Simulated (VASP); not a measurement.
Data:

```
CELL_PARAMETERS angstrom
      1.26635    -2.19339     0.00000
      1.26635     2.19339     0.00000
      0.00000     0.00000     4.18854
ATOMIC_POSITIONS crystal
  B  0.66667 0.33333 0.50025
  B  0.33333 0.66667 0.00025
  N  0.66667 0.33333 0.87475
  N  0.33333 0.66667 0.37475
```

Calculation: PBE GGA, VASP's PBE PAW potentials (set 64) (plane waves; VASP). Settings: 620 eV cut-off, 10×10×5 Γ-centred mesh, Gaussian smearing of 0.050 eV, potentials B N.

**Question.** Predict the energy per atom (σ→0), pressure.

**Answer.** 
The energy per atom (σ→0) is -8.705 eV/atom and the pressure is 10.01 GPa.

The compound is BN in the wurtzite structure, a metastable high-pressure form. It was relaxed first under an external pressure of 10 GPa.
